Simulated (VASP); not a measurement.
Given:

```xyz
2
Lattice="0.0000 2.9401 2.9401 2.9401 0.0000 2.9401 2.9401 2.9401 0.0000" Properties=species:S:1:pos:R:3 pbc="T T T"
Ag     0.0000     0.0000     0.0000
I      1.4701     1.4701     1.4701
```

Computed with PBEsol GGA, VASP's PBE PAW potentials (set 64) (plane waves; VASP). Numerical set-up: 500 eV cut-off, 8×8×8 Γ-centred mesh, Gaussian smearing of 0.050 eV, potentials Ag I.

Unless said otherwise, spin-orbit coupling is left out, though it shifts the bands of the heavy elements here.

Task: Estimate the energy per atom (σ→0), pressure, band gap (on the k-mesh) with the smallest direct gap where there is one.

Result: 
The band gap (on the k-mesh) is 1.22 eV and the smallest direct gap (on the k-mesh) comes out as 1.22 eV. The energy per atom (σ→0) is -2.350 eV/atom and the pressure comes out as 19.92 GPa.

Only differences to runs with the same potentials and settings are physical.

The compound is AgI in the zinc blende structure, whereas wurtzite is the usual form. It was relaxed first under an external pressure of 20 GPa.
